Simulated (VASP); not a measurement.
An input for Ansatz (written as the equivalent of a VASP run, and not itself run):

Ansatz 0.2 input:
```yaml
crystal:
  lattice:
    - [0.0000000, 2.2885665, 2.2885665]
    - [2.2885665, 0.0000000, 2.2885665]
    - [2.2885665, 2.2885665, 0.0000000]
  atoms:
    - { symbol: Hf, position: [0.0000000, 0.0000000, 0.0000000] }
    - { symbol: C, position: [0.5000000, 0.5000000, 0.5000000] }
kpoints:
  mp_grid: { grid: [14, 14, 14] }
hamiltonian:
  xc: lda
  pseudopotentials: { kind: paw }
scf:
  occupations: { method: methfessel_paxton, width: 0.1 }
  max_iter: 100
relax:
  max_steps: 40
  f_tol: 0.02
  cell: {}
output: { forces: true, stress: true, eigenvalues: true }
```

Task: Translate this input to VASP (INCAR, KPOINTS, POSCAR, choice of POTCAR).

Result: This is not unique; one that fits is 
### INCAR
```
! general
SYSTEM  = HfC
PREC    = Accurate
ENCUT   = 620   ! plane-wave cut-off (eV)
LREAL   = F   ! projection in real space or not
LASPH   = T

! electronic loop
EDIFF   = 1E-6   ! SCF stop (eV)
NELM    = 100
ALGO    = Normal
LMAXMIX = 6   ! l cut-off of mixed one-centre charges

! smearing
ISMEAR  = 1
SIGMA   = 0.1   ! width (eV)

! ions
IBRION  = 2
NSW     = 40   ! most ionic steps
ISIF    = 3   ! ions, shape and volume
EDIFFG  = -0.02   ! ionic stop

! output
LWAVE   = F
LCHARG  = F
```

KPOINTS:
```
Automatic mesh
0
G
 14 14 14
0 0 0
```

POSCAR:
```
HfC
1
    0.0000000000     2.2885665203     2.2885665203
    2.2885665203     0.0000000000     2.2885665203
    2.2885665203     2.2885665203     0.0000000000
Hf C
1 1
Direct
  0.0000000000   0.0000000000   0.0000000000
  0.5000000000   0.5000000000   0.5000000000
```

POTCAR, in this order: Hf_pv C (LDA.64 set). Program: vasp_std.

The two are equivalent in intent, not identical: each code has its own PAW files, so the cut-off isn't converted (ENCUT is set for VASP's; basis.ecutwfc is left out, and Ansatz then takes the one that its files recommend); Ansatz stops its SCF on the density residual and VASP on the energy change (EDIFF); Ansatz's lda is the Perdew-Wang form, while the LDA potentials of VASP carry Perdew-Zunger's.

The compound is HfC in the rock salt structure. This run relaxes it. Symmetry was kept, so distortions that lower it aren't found.
